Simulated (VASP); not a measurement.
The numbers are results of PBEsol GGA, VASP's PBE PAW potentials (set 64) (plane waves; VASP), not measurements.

VASP input:

POSCAR:
```
CdSe
1
    2.1504413574    -3.7246734532     0.0000000000
    2.1504413574     3.7246734532    -0.0000000000
   -0.0000000000     0.0000000000     7.0129701318
Cd Se
2 2
Direct
  0.6666670000   0.3333330000   0.4999720194
  0.3333330000   0.6666670000   0.9999720194
  0.6666670000   0.3333330000   0.8760279806
  0.3333330000   0.6666670000   0.3760279806
```

KPOINTS:
```
Automatic mesh
0
Gamma
6 6 4
0 0 0
```

**INCAR**
```
# general
SYSTEM   =  CdSe
PREC     =  Accurate
ENCUT    =  480
LREAL    =  F
LASPH    =  T

# electronic loop
EDIFF    =  1E-7
NELM     =  100
ALGO     =  Normal
LMAXMIX  =  4

# smearing
ISMEAR   =  0
SIGMA    =  0.05

# functional
GGA      =  PS

# ions
ISIF     =  2

# output
LWAVE    =  F
LCHARG   =  F
```

POTCAR, in this order: Cd Se (PBE.64 set). Program: vasp_std.

What VASP printed:

OSZICAR:
```
       N       E                     dE             d eps       ncg     rms          rms(c)
DAV:   1     0.233081337481E+03    0.23308E+03   -0.16630E+04   924   0.138E+03
DAV:   2    -0.463233822824E+00   -0.23354E+03   -0.22707E+03  1062   0.337E+02
DAV:   3    -0.130032442273E+02   -0.12540E+02   -0.12506E+02  1104   0.797E+01
DAV:   4    -0.131064087176E+02   -0.10316E+00   -0.10312E+00  1020   0.705E+00
DAV:   5    -0.131072762345E+02   -0.86752E-03   -0.86749E-03  1092   0.595E-01    0.886E+00
DAV:   6    -0.123866015612E+02    0.72067E+00   -0.17242E+00  1162   0.143E+01    0.693E+00
DAV:   7    -0.123512202027E+02    0.35381E-01   -0.57529E-01  1014   0.437E+00    0.283E+00
DAV:   8    -0.123466342779E+02    0.45859E-02   -0.72568E-02  1002   0.311E+00    0.392E-01
DAV:   9    -0.123459307849E+02    0.70349E-03   -0.10618E-02  1044   0.137E+00    0.132E-01
DAV:  10    -0.123459306978E+02    0.87137E-07   -0.91796E-04  1026   0.375E-01    0.672E-02
DAV:  11    -0.123459990568E+02   -0.68359E-04   -0.19569E-04  1026   0.104E-01    0.202E-02
DAV:  12    -0.123459846306E+02    0.14426E-04   -0.93189E-05  1136   0.102E-01    0.800E-03
DAV:  13    -0.123459865791E+02   -0.19485E-05   -0.10489E-05   978   0.238E-02    0.588E-03
DAV:  14    -0.123459863604E+02    0.21871E-06   -0.11641E-06  1140   0.715E-03    0.254E-03
DAV:  15    -0.123459865414E+02   -0.18109E-06   -0.11509E-07   656   0.264E-03    0.104E-03
DAV:  16    -0.123459864999E+02    0.41556E-07   -0.19911E-08   684   0.816E-04
   1 F= -.12345986E+02 E0= -.12345986E+02  d E =-.178363E-10
```

**OUTCAR**
```
------------------------ aborting loop because EDIFF is reached ----------------------------------------
  FORCE on cell =-STRESS in cart. coord.  units (eV):
  Direction    XX          YY          ZZ          XY          YZ          ZX
  --------------------------------------------------------------------------------------
  Total        0.2929559      0.2929559      0.2788226      0.0000000      0.0000000      0.0000000
  in kB        4.1779679      4.1779673      3.9764061      0.0000000      0.0000000      0.0000000
  external PRESSURE =       4.1107804 kB  Pullay stress =       0.0000000 kB
  volume of cell :      112.34
      direct lattice vectors                 reciprocal lattice vectors
     2.150441357 -3.724673453  0.000000000     0.232510409 -0.134239956  0.000000000
     2.150441357  3.724673453  0.000000000     0.232510409  0.134239956  0.000000000
     0.000000000  0.000000000  7.012970132     0.000000000  0.000000000  0.142592936
  FREE ENERGIE OF THE ION-ELECTRON SYSTEM (eV)
  ---------------------------------------------------
  free  energy   TOTEN  =       -12.3459864999 eV

  energy  without entropy=      -12.3459864999  energy(sigma->0) =      -12.34598650
```
(Selected blocks of OUTCAR.)

The compound is CdSe in the wurtzite structure. It was relaxed first.
